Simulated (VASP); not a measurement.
Energy against volume of GaP (zinc blende). Method: PBE GGA with D3 dispersion (Becke-Johnson damping), VASP's PBE PAW potentials (set 64) (plane waves; VASP 6.6.1).

```
V (Å³/atom)  E (eV/atom)
-----------  -----------
18.970          -4.85332
19.575          -4.86955
20.181          -4.87460
20.786          -4.87017
21.392          -4.85772
```

Fit a third-order Birch-Murnaghan equation of state.

The volume per atom comes out as 20.18 Å^3/atom and the bulk modulus comes out as 83.3 GPa. The pressure derivative of the bulk modulus is 4.51 and the lattice constant a is 5.445 Å.

Measured: bulk modulus 89.6 GPa at 0 K (computed value off by -7.0 %), as given by Daniel Mejia-Rodriguez et al., Physical Review B (2018), arXiv:1807.09216 [0 K value with the zero-point phonon effect removed]; a 5.439 Å at 0 K (computed value off by +0.1 %), as given by Daniel Mejia-Rodriguez et al., Physical Review B (2018), arXiv:1807.09216 [static lattice: zero-point anharmonic expansion removed].

The compound is GaP in the zinc blende structure. It was relaxed first.
